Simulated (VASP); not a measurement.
Output of a VASP run:

File OSZICAR:
```
...
DAV:   2    -0.519301903258E+02   -0.20715E-06   -0.80040E-06  4172   0.292E-02
   4 F= -.51930190E+02 E0= -.51929771E+02  d E =-.613775E-03
       N       E                     dE             d eps       ncg     rms          rms(c)
DAV:   1    -0.519317196271E+02   -0.15295E-02   -0.50441E-02  4234   0.276E+00    0.436E-01
DAV:   2    -0.519301200437E+02    0.15996E-02   -0.48304E-03  4220   0.716E-01    0.663E-02
DAV:   3    -0.519299532745E+02    0.16677E-03   -0.55338E-04  4425   0.236E-01    0.599E-02
DAV:   4    -0.519300918834E+02   -0.13861E-03   -0.82666E-05  4091   0.844E-02    0.373E-03
DAV:   5    -0.519299731306E+02    0.11875E-03   -0.42598E-05  4167   0.735E-02    0.317E-03
DAV:   6    -0.519300060734E+02   -0.32943E-04   -0.10233E-06  2405   0.101E-02    0.175E-03
DAV:   7    -0.519300147916E+02   -0.87181E-05   -0.59542E-07  2045   0.773E-03    0.295E-04
DAV:   8    -0.519300303085E+02   -0.15517E-04   -0.18191E-07  2043   0.514E-03    0.362E-04
DAV:   9    -0.519300252768E+02    0.50318E-05   -0.20981E-08  2043   0.155E-03    0.978E-05
DAV:  10    -0.519300269480E+02   -0.16712E-05   -0.44966E-09  2042   0.686E-04    0.381E-05
DAV:  11    -0.519300262563E+02    0.69166E-06   -0.11990E-09  2043   0.327E-04
   5 F= -.51930026E+02 E0= -.51929605E+02  d E =-.449706E-03
       N       E                     dE             d eps       ncg     rms          rms(c)
DAV:   1    -0.519316119179E+02   -0.15850E-02   -0.42949E-02  4234   0.254E+00    0.405E-01
DAV:   2    -0.519301190686E+02    0.14928E-02   -0.40697E-03  4220   0.659E-01    0.612E-02
DAV:   3    -0.519301880438E+02   -0.68975E-04   -0.46667E-04  4424   0.217E-01    0.549E-02
DAV:   4    -0.519300229593E+02    0.16508E-03   -0.66490E-05  4091   0.756E-02    0.317E-03
DAV:   5    -0.519302249527E+02   -0.20199E-03   -0.34244E-05  4165   0.661E-02    0.295E-03
DAV:   6    -0.519302007204E+02    0.24232E-04   -0.91959E-07  2304   0.970E-03    0.150E-03
DAV:   7    -0.519301948802E+02    0.58402E-05   -0.48297E-07  2043   0.703E-03    0.280E-04
DAV:   8    -0.519301809012E+02    0.13979E-04   -0.15282E-07  2043   0.473E-03    0.321E-04
DAV:   9    -0.519301858366E+02   -0.49354E-05   -0.18696E-08  2043   0.146E-03    0.777E-05
DAV:  10    -0.519301842228E+02    0.16138E-05   -0.37114E-09  2043   0.618E-04    0.319E-05
DAV:  11    -0.519301848273E+02   -0.60452E-06   -0.10121E-09  2043   0.292E-04
   6 F= -.51930185E+02 E0= -.51929765E+02  d E =-.608277E-03
       N       E                     dE             d eps       ncg     rms          rms(c)
DAV:   1    -0.519303758985E+02   -0.19168E-03   -0.98905E-03  4088   0.882E-01    0.800E-02
DAV:   2    -0.519301583057E+02    0.21759E-03   -0.26602E-04  4332   0.142E-01    0.356E-02
DAV:   3    -0.519302427694E+02   -0.84464E-04   -0.95954E-05  4936   0.909E-02    0.725E-03
DAV:   4    -0.519302070775E+02    0.35692E-04   -0.57141E-06  4210   0.231E-02    0.421E-03
DAV:   5    -0.519302269816E+02   -0.19904E-04   -0.32194E-07  2040   0.589E-03    0.167E-03
DAV:   6    -0.519301889350E+02    0.38047E-04   -0.66105E-07  2040   0.966E-03    0.328E-04
DAV:   7    -0.519302022760E+02   -0.13341E-04   -0.11392E-07  2040   0.364E-03    0.136E-04
DAV:   8    -0.519302008737E+02    0.14024E-05   -0.16614E-08  2040   0.106E-03    0.102E-04
DAV:   9    -0.519302021575E+02   -0.12838E-05   -0.35434E-09  2040   0.482E-04    0.420E-05
DAV:  10    -0.519302011978E+02    0.95969E-06   -0.10010E-09  2040   0.220E-04
   7 F= -.51930201E+02 E0= -.51929796E+02  d E =-.163705E-04
```

File OUTCAR:
```
------------------------ aborting loop because EDIFF is reached ----------------------------------------
  FORCE on cell =-STRESS in cart. coord.  units (eV):
  Direction    XX          YY          ZZ          XY          YZ          ZX
  --------------------------------------------------------------------------------------
  Total       -0.0104907     -0.0104907     -0.0180778      0.0000000      0.0000000      0.0000000
  in kB       -0.5913874     -0.5913876     -1.0190863      0.0000000      0.0000000      0.0000000
  external PRESSURE =      -0.7339537 kB  Pullay stress =       0.0000000 kB
  volume of cell :       28.42
      direct lattice vectors                 reciprocal lattice vectors
     2.734729406 -0.000000000  0.000000000     0.365666891  0.211117843 -0.000000000
    -1.367364703  2.368345529  0.000000000     0.000000000  0.422235686 -0.000000000
     0.000000000  0.000000000  4.388187795     0.000000000  0.000000000  0.227884504
 POSITION                                       TOTAL-FORCE (eV/Angst)
 -----------------------------------------------------------------------------------
      1.36737      0.78945      3.29114        -0.000000      0.000000      0.000000
     -0.00000      1.57890      1.09705         0.000000     -0.000000      0.000000
 -----------------------------------------------------------------------------------
    total drift:                               -0.000533      0.000308     -0.000043
  FREE ENERGIE OF THE ION-ELECTRON SYSTEM (eV)
  ---------------------------------------------------
  free  energy   TOTEN  =       -51.9302011978 eV

  energy  without entropy=      -51.9289870193  energy(sigma->0) =      -51.92979647

 reached required accuracy - stopping structural energy minimisation
```
(Selected blocks of OUTCAR.)

File POSCAR:
```
Tc
1
    2.7400000000     0.0000000000     0.0000000000
   -1.3700000000     2.3729100000     0.0000000000
    0.0000000000     0.0000000000     4.3900000000
Tc
2
Direct
  0.6666670000   0.3333330000   0.7500000000
  0.3333330000   0.6666670000   0.2500000000
```

Question: Reconstruct the remaining input files.

Answer: One answer among several that fit: the input of the run itself, r2SCAN meta-GGA, plane waves, VASP's PBE PAW potentials (set 64).

**KPOINTS**
```
Automatic mesh
0
Gamma
14 14 8
0 0 0
```

### INCAR
```
SIGMA = 0.1
LWAVE = .FALSE.
SYSTEM = Tc
ISIF = 3   # ions, shape and volume
NELM = 100
NSW = 60
ISMEAR = 1   # Methfessel-Paxton
ENCUT = 480   # plane-wave cut-off (eV)
EDIFFG = -0.01   # ionic stop
LMAXMIX = 4
LMIXTAU = .TRUE.
LREAL = .FALSE.   # projection in real space or not
LASPH = .TRUE.   # aspherical one-centre terms
METAGGA = R2SCAN
IBRION = 2   # conjugate gradients
EDIFF = 1E-6   # SCF stop (eV)
LCHARG = .FALSE.
ALGO = Normal   # blocked Davidson
PREC = Accurate
```

POTCAR, in this order: Tc_pv (PBE.64 set). Program: vasp_std.

The compound is Tc in the hcp structure. This run relaxes it. Symmetry was kept, so distortions that lower it aren't found.
